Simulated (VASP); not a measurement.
Calculation: PBEsol GGA, VASP's PBE PAW potentials (set 64) (plane waves; VASP).

VASP input:

INCAR:
```
ALGO = Normal
EDIFF = 1E-6
EDIFFG = -0.01
ENCUT = 400
GGA = PS
IBRION = 2
ISIF = 3
ISMEAR = 1
LASPH = .True.
LCHARG = .False.
LMAXMIX = 6
LREAL = .False.
LWAVE = .False.
NELM = 100
NSW = 60
PREC = Accurate
SIGMA = 0.1
SYSTEM = AuIr3
```

File POSCAR:
```
AuIr3
1
    0.0000000000     3.9000000000     3.9000000000
    3.9000000000     0.0000000000     3.9000000000
    1.9500000000     1.9500000000     0.0000000000
Ir Au
3 1
Direct
  0.0000000000   0.0000000000   0.0000000000
  0.0000000000   0.5000000000   0.0000000000
  0.5000000000   0.0000000000   0.0000000000
  0.5000000000   0.5000000000   0.0000000000
```

### KPOINTS
```
Automatic mesh
0
Gamma
7 7 14
0 0 0
```

POTCAR, in this order: Ir Au (PBE.64 set). Program: vasp_std.

What VASP printed:

### OUTCAR
```
 ion  position               nearest neighbor table
   1  0.000  0.000  0.000-   2 2.76   3 2.76   2 2.76   3 2.76   2 2.76   2 2.76   4 2.76   3 2.76
                             3 2.76   4 2.76
   2  0.000  0.500  0.000-   1 2.76   4 2.76   1 2.76   4 2.76   1 2.76   1 2.76   3 2.76   4 2.76
                             3 2.76   4 2.76
   3  0.500  0.000  0.000-   1 2.76   4 2.76   1 2.76   4 2.76   4 2.76   2 2.76   4 2.76   1 2.76
                             1 2.76   2 2.76
   4  0.500  0.500  0.000-   2 2.76   3 2.76   2 2.76   3 2.76   3 2.76   1 2.76   3 2.76   2 2.76
                             1 2.76   2 2.76
  LATTYP: Found a base centered orthorhombic cell.
 ALAT       =     5.5154328933
 B/A-ratio  =     1.4142135624
 C/A-ratio  =     0.5000000000
 Subroutine PRICEL returns:
 Original cell was already a primitive cell.
 Subroutine GETGRP returns: Found  8 space group operations
The static configuration has the point symmetry D_2h.
The dynamic configuration has the point symmetry D_2h.
 Subroutine INISYM returns: Found  8 space group operations
 Subroutine IBZKPT returns following result:
 Found    128 irreducible k-points:

 Following reciprocal coordinates:
            Coordinates               Weight
  0.000000  0.000000  0.000000      1.000000
  0.142857  0.000000  0.000000      4.000000
  0.285714  0.000000  0.000000      4.000000
  0.428571  0.000000  0.000000      4.000000
  0.142857  0.142857  0.000000      2.000000
  0.285714  0.142857  0.000000      4.000000
  0.428571  0.142857  0.000000      4.000000
 -0.428571  0.142857  0.000000      4.000000
 -0.285714  0.142857  0.000000      4.000000
 -0.142857  0.142857  0.000000      2.000000
  0.285714  0.285714  0.000000      2.000000
  0.428571  0.285714  0.000000      4.000000
 -0.428571  0.285714  0.000000      4.000000
 -0.285714  0.285714  0.000000      2.000000
  0.428571  0.428571  0.000000      2.000000
 -0.428571  0.428571  0.000000      2.000000
  0.000000  0.000000  0.071429      4.000000
  0.142857  0.000000  0.071429      4.000000
  0.285714  0.000000  0.071429      8.000000
  0.428571  0.000000  0.071429      8.000000
 -0.428571  0.000000  0.071429      8.000000
 -0.285714  0.000000  0.071429      8.000000
 -0.142857  0.000000  0.071429      8.000000
  0.285714  0.285714  0.071429      4.000000
  0.428571  0.285714  0.071429      8.000000
 -0.428571  0.285714  0.071429      8.000000
 -0.285714  0.285714  0.071429      8.000000
 -0.142857  0.285714  0.071429      4.000000
  0.428571  0.428571  0.071429      4.000000
 -0.428571  0.428571  0.071429      8.000000
 -0.285714  0.428571  0.071429      4.000000
 -0.428571 -0.428571  0.071429      2.000000
  0.000000  0.000000  0.142857      4.000000
  0.142857  0.000000  0.142857      8.000000
  0.285714  0.000000  0.142857      4.000000
  0.428571  0.000000  0.142857      8.000000
 -0.428571  0.000000  0.142857      8.000000
 -0.285714  0.000000  0.142857      8.000000
 -0.142857  0.000000  0.142857      8.000000
  0.142857  0.142857  0.142857      2.000000
   k-points           NKPTS =    128   k-points in BZ     NKDIM =    128   number of bands    NBANDS=     23
   number of dos      NEDOS =    301   number of ions     NIONS =      4
   total plane-waves  NPLWV =  23328
   dimension x,y,z NGX =    36 NGY =   36 NGZ =   18
   dimension x,y,z NGXF=    72 NGYF=   72 NGZF=   36
   ions per type =               3   1
   PREC   = accura    normal or accurate (medium, high low for compatibility)
   ISTART =      0    job   : 0-new  1-cont  2-samecut
   ICHARG =      2    charge: 1-file 2-atom 10-const
   ISPIN  =      1    spin polarized calculation?
   LNONCOLLINEAR =      F non collinear calculations
...
```

### OSZICAR
```
       N       E                     dE             d eps       ncg     rms          rms(c)
DAV:   1     0.316435140928E+03    0.31644E+03   -0.15221E+04  5912   0.132E+03
DAV:   2    -0.144124187855E+02   -0.33085E+03   -0.32023E+03  6084   0.423E+02
DAV:   3    -0.339007238953E+02   -0.19488E+02   -0.18726E+02  8053   0.957E+01
DAV:   4    -0.345046566563E+02   -0.60393E+00   -0.59944E+00  6462   0.189E+01
DAV:   5    -0.345231125464E+02   -0.18456E-01   -0.18425E-01  7485   0.265E+00    0.281E+01
DAV:   6    -0.324658449473E+02    0.20573E+01   -0.77941E+00  6866   0.270E+01    0.165E+01
DAV:   7    -0.322407745820E+02    0.22507E+00   -0.34382E+00  8353   0.232E+01    0.606E+00
DAV:   8    -0.321991162993E+02    0.41658E-01   -0.24234E+00  8842   0.175E+01    0.495E+00
DAV:   9    -0.320345910795E+02    0.16453E+00   -0.75811E-01  8574   0.920E+00    0.207E+00
DAV:  10    -0.320268371691E+02    0.77539E-02   -0.34552E-02  6395   0.192E+00    0.265E-01
DAV:  11    -0.320267418181E+02    0.95351E-04   -0.16901E-03  7952   0.381E-01    0.108E-01
DAV:  12    -0.320267382565E+02    0.35616E-05   -0.14427E-04  7338   0.980E-02    0.520E-02
DAV:  13    -0.320267350173E+02    0.32392E-05   -0.32788E-05  6964   0.638E-02    0.950E-03
DAV:  14    -0.320267344442E+02    0.57311E-06   -0.14893E-06  3575   0.121E-02
   1 F= -.32026734E+02 E0= -.32027405E+02  d E =-.320267E+02
       N       E                     dE             d eps       ncg     rms          rms(c)
DAV:   1    -0.322370214393E+02   -0.21029E+00   -0.71198E+00  5945   0.286E+01    0.417E+00
DAV:   2    -0.320284455716E+02    0.20858E+00   -0.64856E-01  6499   0.822E+00    0.225E+00
DAV:   3    -0.320146734855E+02    0.13772E-01   -0.24050E-01  8268   0.574E+00    0.123E+00
DAV:   4    -0.320032897670E+02    0.11384E-01   -0.14432E-01  8680   0.430E+00    0.841E-01
DAV:   5    -0.319989006315E+02    0.43891E-02   -0.19039E-02  8446   0.170E+00    0.461E-01
DAV:   6    -0.319989890299E+02   -0.88398E-04   -0.17299E-03  6252   0.368E-01    0.488E-02
DAV:   7    -0.319989721830E+02    0.16847E-04   -0.13001E-04  8317   0.983E-02    0.214E-02
DAV:   8    -0.319989753505E+02   -0.31674E-05   -0.46160E-06  5497   0.188E-02    0.110E-02
DAV:   9    -0.319989757616E+02   -0.41111E-06   -0.70552E-07  3259   0.100E-02
   2 F= -.31998976E+02 E0= -.31999518E+02  d E =0.277587E-01
       N       E                     dE             d eps       ncg     rms          rms(c)
DAV:   1    -0.321659269965E+02   -0.16695E+00   -0.40730E+00  5954   0.217E+01    0.285E+00
DAV:   2    -0.320443936304E+02    0.12153E+00   -0.34294E-01  6389   0.607E+00    0.177E+00
DAV:   3    -0.320365912477E+02    0.78024E-02   -0.10258E-01  8447   0.370E+00    0.913E-01
DAV:   4    -0.320332471971E+02    0.33441E-02   -0.73937E-02  8728   0.301E+00    0.780E-01
DAV:   5    -0.320299020183E+02    0.33452E-02   -0.14621E-02  8653   0.143E+00    0.397E-01
DAV:   6    -0.320298811797E+02    0.20839E-04   -0.98776E-04  6414   0.305E-01    0.374E-02
DAV:   7    -0.320298806116E+02    0.56816E-06   -0.70579E-05  8011   0.820E-02    0.188E-02
DAV:   8    -0.320298818090E+02   -0.11974E-05   -0.32290E-06  4949   0.164E-02    0.988E-03
DAV:   9    -0.320298820087E+02   -0.19975E-06   -0.77927E-07  3196   0.118E-02
   3 F= -.32029882E+02 E0= -.32030526E+02  d E =-.314756E-02
       N       E                     dE             d eps       ncg     rms          rms(c)
DAV:   1    -0.320298872237E+02   -0.54147E-05   -0.16468E-04  6036   0.136E-01    0.188E-02
DAV:   2    -0.320298822564E+02    0.49672E-05   -0.15211E-05  6570   0.399E-02    0.114E-02
DAV:   3    -0.320298820597E+02    0.19675E-06   -0.46506E-06  4656   0.263E-02
   4 F= -.32029882E+02 E0= -.32030524E+02  d E =-.314762E-02
       N       E                     dE             d eps       ncg     rms          rms(c)
DAV:   1    -0.320312538247E+02   -0.13716E-02   -0.91774E-02  5895   0.218E+00    0.186E-01
DAV:   2    -0.320305744478E+02    0.67938E-03   -0.18542E-03  8030   0.397E-01    0.104E-01
DAV:   3    -0.320305152463E+02    0.59201E-04   -0.14216E-03  8833   0.405E-01    0.119E-01
DAV:   4    -0.320303092219E+02    0.20602E-03   -0.72277E-04  8696   0.290E-01    0.242E-02
DAV:   5    -0.320303082334E+02    0.98850E-06   -0.27786E-05  6184   0.433E-02    0.103E-02
DAV:   6    -0.320303079416E+02    0.29177E-06   -0.16519E-06  3453   0.169E-02
   5 F= -.32030308E+02 E0= -.32030910E+02  d E =-.425882E-03
```

**OUTCAR**
```
------------------------ aborting loop because EDIFF is reached ----------------------------------------
  FORCE on cell =-STRESS in cart. coord.  units (eV):
  Direction    XX          YY          ZZ          XY          YZ          ZX
  --------------------------------------------------------------------------------------
  Total        0.0316972      0.0316972     -0.0070487     -0.0029124      0.0000000      0.0000000
  in kB        0.8621964      0.8621964     -0.1917310     -0.0792194      0.0000000      0.0000000
  external PRESSURE =       0.5108873 kB  Pullay stress =       0.0000000 kB
  volume of cell :       58.90
      direct lattice vectors                 reciprocal lattice vectors
    -0.002243999  3.896833103  3.878833793    -0.128235474  0.128235474  0.128904724
     3.896833103 -0.002243999  3.878833793     0.128235474 -0.128235474  0.128904724
     1.947294552  1.947294552 -0.000000000     0.256766497  0.256766497 -0.257809448
 POSITION                                       TOTAL-FORCE (eV/Angst)
 -----------------------------------------------------------------------------------
     -0.00224      3.89683      3.87883        -0.000000     -0.000000     -0.000000
      1.94842     -0.00112      1.93942         0.000000     -0.000000      0.000000
      3.89571      1.94617      5.81825         0.000000      0.000000     -0.000000
      3.89459      3.89459      3.87883         0.000000     -0.000000      0.000000
 -----------------------------------------------------------------------------------
    total drift:                               -0.000000     -0.000000      0.000000
  FREE ENERGIE OF THE ION-ELECTRON SYSTEM (eV)
  ---------------------------------------------------
  free  energy   TOTEN  =       -32.0303079416 eV

  energy  without entropy=      -32.0321149729  energy(sigma->0) =      -32.03091029

 reached required accuracy - stopping structural energy minimisation
```
(Selected blocks of OUTCAR.)

File CONTCAR:
```
AuIr3
   1.00000000000000
    -0.0022439989868791    3.8968331029923613    3.8788337932654513
     3.8968331029923613   -0.0022439989868791    3.8788337932654513
     1.9472945520027409    1.9472945520027409   -0.0000000000000000
  Ir              Au
     3     1
Direct
     1.0000000000000000    0.0000000000000000    0.0000000000000000
     0.0000000000000000    0.5000000000000000    0.0000000000000000
     0.5000000000000000    1.0000000000000000    0.0000000000000000
     0.5000000000000000    0.5000000000000000    1.0000000000000000
```

The structure was generated: AuIr3 was put into an ordered model structure (Cmmm), which need not be its known phase. This run relaxes it. Symmetry was kept, so distortions that lower it aren't found.
